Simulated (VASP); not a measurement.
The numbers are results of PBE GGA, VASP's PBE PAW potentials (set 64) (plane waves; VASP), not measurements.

VASP input:

KPOINTS:
```
Regular mesh
0
gamma
 5 5 5
0.5 0.5 0.5
```

### POSCAR
```
Ge(SbTe2)2
1
    2.1147180000     1.2209330000    13.7679500000
   -2.1147180000     1.2209330000    13.7679500000
    0.0000000000    -2.4418660000    13.7679500000
Ge Sb Te
1 2 4
Direct
  0.0000000000   0.0000000000   0.0000000000
  0.4273000000   0.4273000000   0.4273000000
  0.5727000000   0.5727000000   0.5727000000
  0.1327000000   0.1327000000   0.1327000000
  0.8673000000   0.8673000000   0.8673000000
  0.2898000000   0.2898000000   0.2898000000
  0.7102000000   0.7102000000   0.7102000000
```

INCAR:
```
ALGO = Normal
EDIFF = 1E-6
ENCUT = 300
GGA = PE
ISIF = 2
ISMEAR = -1
LASPH = .TRUE.
LCHARG = .FALSE.
LMAXMIX = 4
LREAL = .FALSE.
LWAVE = .FALSE.
NELM = 100
PREC = Accurate
SIGMA = 0.1
SYSTEM = Ge(SbTe2)2
```

POTCAR, in this order: Ge_d Sb Te (PBE.64 set). Program: vasp_std.

The run wrote:

File OUTCAR:
```
 ion  position               nearest neighbor table
   1  0.000  0.000  0.000-   7 3.03   6 3.03   7 3.03   7 3.03   6 3.03   6 3.03
   2  0.427  0.427  0.427-   4 2.92   4 2.92   4 2.92   7 3.21   7 3.21   7 3.21
   3  0.573  0.573  0.573-   5 2.92   5 2.92   5 2.92   6 3.21   6 3.21   6 3.21
   4  0.133  0.133  0.133-   2 2.92   2 2.92   2 2.92
   5  0.867  0.867  0.867-   3 2.92   3 2.92   3 2.92
   6  0.290  0.290  0.290-   1 3.03   1 3.03   1 3.03   3 3.21   3 3.21   3 3.21
   7  0.710  0.710  0.710-   1 3.03   1 3.03   1 3.03   2 3.21   2 3.21   2 3.21
  LATTYP: Found a trigonal (rhomboedric) cell.
 ALAT       =    13.9828164835
 COS(alpha) =     0.9542547927
 Subroutine PRICEL returns:
 Original cell was already a primitive cell.
 Subroutine GETGRP returns: Found 12 space group operations
The static configuration has the point symmetry D_3d.
The dynamic configuration has the point symmetry D_3d.
 Subroutine INISYM returns: Found 12 space group operations
 Subroutine IBZKPT returns following result:
 Found     19 irreducible k-points:

 Following reciprocal coordinates:
            Coordinates               Weight
  0.100000  0.100000  0.100000      2.000000
  0.300000  0.100000  0.100000      6.000000
  0.500000  0.100000  0.100000      6.000000
...
```

### OSZICAR
```
       N       E                     dE             d eps       ncg     rms          rms(c)
DAV:   1     0.287331638405E+03    0.28733E+03   -0.14127E+04  1124   0.138E+03
DAV:   2     0.131001726887E+02   -0.27423E+03   -0.26644E+03  1208   0.325E+02
DAV:   3    -0.243470757650E+02   -0.37447E+02   -0.35502E+02  1348   0.107E+02
DAV:   4    -0.261554903799E+02   -0.18084E+01   -0.17678E+01  1272   0.255E+01
DAV:   5    -0.262322027259E+02   -0.76712E-01   -0.75989E-01  1540   0.529E+00    0.107E+01
DAV:   6    -0.259838257385E+02    0.24838E+00   -0.87540E-01  1524   0.475E+00    0.681E+00
DAV:   7    -0.260206161802E+02   -0.36790E-01   -0.58007E-01  1396   0.378E+00    0.288E+00
DAV:   8    -0.259976382618E+02    0.22978E-01   -0.16672E-01  1488   0.226E+00    0.742E-01
DAV:   9    -0.259910636571E+02    0.65746E-02   -0.31903E-02  1252   0.895E-01    0.424E-01
DAV:  10    -0.259913377759E+02   -0.27412E-03   -0.66320E-03  1328   0.336E-01    0.362E-01
DAV:  11    -0.259915427096E+02   -0.20493E-03   -0.85475E-04  1240   0.156E-01    0.139E-01
DAV:  12    -0.259916114430E+02   -0.68733E-04   -0.17576E-04  1372   0.735E-02    0.762E-02
DAV:  13    -0.259916110201E+02    0.42292E-06   -0.69332E-05  1364   0.365E-02    0.657E-02
DAV:  14    -0.259916116147E+02   -0.59466E-06   -0.10558E-05  1200   0.154E-02    0.261E-02
DAV:  15    -0.259916117087E+02   -0.93947E-07   -0.74307E-06  1188   0.127E-02
   1 F= -.25991612E+02 E0= -.25983064E+02  d E =-.170946E-01
```

OUTCAR:
```
------------------------ aborting loop because EDIFF is reached ----------------------------------------
  FORCE on cell =-STRESS in cart. coord.  units (eV):
  Direction    XX          YY          ZZ          XY          YZ          ZX
  --------------------------------------------------------------------------------------
  Total        3.5605477      3.5605477      2.2269233      0.0000000     -0.0000000      0.0000000
  in kB       26.7462296     26.7462293     16.7282697      0.0000000     -0.0000000      0.0000000
  external PRESSURE =      23.4069095 kB  Pullay stress =       0.0000000 kB
  volume of cell :      213.29
      direct lattice vectors                 reciprocal lattice vectors
     2.114718000  1.220933000 13.767950000     0.236438144  0.136507627  0.024210818
    -2.114718000  1.220933000 13.767950000    -0.236438144  0.136507627  0.024210818
     0.000000000 -2.441866000 13.767950000     0.000000000 -0.273015254  0.024210818
 POSITION                                       TOTAL-FORCE (eV/Angst)
 -----------------------------------------------------------------------------------
      0.00000      0.00000      0.00000         0.000000     -0.000000     -0.000000
      0.00000      0.00000     17.64914         0.000000      0.000000     -0.991959
      0.00000      0.00000     23.65471         0.000000     -0.000000      0.991959
      0.00000      0.00000      5.48102         0.000000      0.000000      0.700386
      0.00000      0.00000     35.82283         0.000000     -0.000000     -0.700386
      0.00000      0.00000     11.96986         0.000000     -0.000000      0.212412
      0.00000      0.00000     29.33399         0.000000      0.000000     -0.212412
 -----------------------------------------------------------------------------------
    total drift:                                0.000000     -0.000000      0.000000
  FREE ENERGIE OF THE ION-ELECTRON SYSTEM (eV)
  ---------------------------------------------------
  free  energy   TOTEN  =       -25.9916117087 eV

  energy  without entropy=      -25.9745170845  energy(sigma->0) =      -25.98306440
```
(Selected blocks of OUTCAR.)

### OUTCAR
```
 val. band max:        6.6340403439   @ k =   0.5000   0.5000   0.5000

 cond. band min:       6.9526628719   @ k =   0.5000   0.5000   0.1000


 Fermi energy:         6.7142715837

 k-point     1 :       0.1000    0.1000    0.1000
  band No.  band energies     occupation
      1     -18.3627      2.00000
      2     -18.3627      2.00000
      3     -18.3606      2.00000
      4     -18.3572      2.00000
      5     -18.3572      2.00000
      6      -6.9200      2.00000
      7      -6.5793      2.00000
      8      -5.6994      2.00000
      9      -4.8044      2.00000
     10      -2.3995      2.00000
     11      -1.0227      2.00000
     12       0.1204      2.00000
     13       3.9354      2.00000
     14       4.2591      2.00000
     15       4.2591      2.00000
     16       4.4209      2.00000
     17       4.4209      2.00000
     18       4.4949      2.00000
     19       5.2549      2.00000
     20       5.2549      2.00000
     21       5.4434      1.99999
     22       5.4434      1.99999
     23       5.5911      1.99997
     24       6.5182      1.75318
     25       7.0709      0.05496
     26       7.2372      0.01066
     27       7.2373      0.01064
     28       7.5069      0.00072

 k-point     2 :       0.3000    0.1000    0.1000
  band No.  band energies     occupation
      1     -18.3634      2.00000
      2     -18.3626      2.00000
      3     -18.3602      2.00000
      4     -18.3574      2.00000
      5     -18.3569      2.00000
      6      -6.5503      2.00000
      7      -6.2338      2.00000
      8      -5.3771      2.00000
      9      -4.6221      2.00000
     10      -2.3011      2.00000
     11      -1.4590      2.00000
     12      -0.4136      2.00000
     13       2.2225      2.00000
     14       2.7615      2.00000
     15       3.4910      2.00000
     16       3.5475      2.00000
     17       3.7840      2.00000
     18       3.8487      2.00000
     19       4.4527      2.00000
     20       4.7619      2.00000
...
```

At this cut-off the stress carries a Pulay error, which pulls relaxed volumes low.  Unless said otherwise, spin-orbit coupling is left out, though it shifts the bands of the heavy elements here.

The structure was generated: GeSb2Te4 was put into an ordered model structure, which need not be its known phase. The cell was not relaxed at this level. The run is one of a series of settings (KPOINTS 5×5×5 Γ-centred mesh shifted by (0.5, 0.5, 0.5) against the base run), some of them coarse on purpose.
